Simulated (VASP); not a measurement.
Input:

```xyz
2
Lattice="2.8877 0.0000 0.0000 0.0000 2.8877 0.0000 0.0000 0.0000 2.8877" Properties=species:S:1:pos:R:3 pbc="T T T"
Ga     1.4438     1.4438     1.4438
Co     0.0000     0.0000     0.0000
```

Calculation: rev-vdW-DF2, VASP's PBE PAW potentials (set 64) (plane waves; VASP 6.6.1). Settings: 520 eV cut-off, 13×13×13 Γ-centred mesh, first-order Methfessel-Paxton smearing of 0.10 eV, potentials Ga_d Co.

### Question
Give the stress tensor in GPa (positive for a compressed cell).

### Answer

```
-5.13   0.00   0.00
 0.00  -5.13   0.00
 0.00   0.00  -5.13
```
The pressure is its mean diagonal, -5.13 GPa.

The compound is CoGa in the CsCl type structure. This cell is one point of a volume scan, at 1.03 of the reference volume. The run is not spin-polarised, so no magnetic state was tried.
